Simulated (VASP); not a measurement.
Data:

```
NaCl
1.0
    0.00000     2.86166     2.86166
    2.86166     0.00000     2.86166
    2.86166     2.86166     0.00000
Na Cl
1 1
Direct
  0.00000   0.00000   0.00000
  0.50000   0.50000   0.50000
```

Calculation: optB86b-vdW, VASP's PBE PAW potentials (set 64) (plane waves; VASP). Settings: 520 eV cut-off, 8×8×8 Γ-centred mesh, Gaussian smearing of 0.050 eV, potentials Na_pv Cl.

Q: Estimate the energy per atom (σ→0), pressure, band gap (on the k-mesh) with the smallest direct gap where there is one.

A: 
- band gap (on the k-mesh): 4.94 eV
- smallest direct gap (on the k-mesh): 4.94 eV
- energy per atom (σ→0): -1.522 eV/atom
- pressure: -1.41 GPa

The absolute energy has meaning only against runs of the same code, potentials and settings.

The compound is NaCl in the rock salt structure. This cell is one point of a volume scan, at 1.06 of the reference volume.
